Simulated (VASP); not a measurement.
```xyz
2
Lattice="0.0000 2.6149 2.7238 2.6149 0.0000 2.7238 2.6149 2.6149 0.0000" Properties=species:S:1:pos:R:3 pbc="T T T"
Mg     0.0000     0.0000     0.0000
Se     2.6149     2.6149     2.7238
```

Calculation: PBEsol GGA, VASP's PBE PAW potentials (set 64) (plane waves; VASP). Run with 480 eV cut-off, 8×8×8 Γ-centred mesh, Gaussian smearing of 0.050 eV, potentials Mg Se.

Task: Give the stress tensor in GPa (positive for a compressed cell).

Result: 
```
8.45  0.00  0.00
0.00  8.45  0.00
0.00  0.00  2.98
```
The pressure is its mean diagonal, 6.63 GPa.

The compound is MgSe in the rock salt structure. This cell was strained or had an atom moved on purpose.
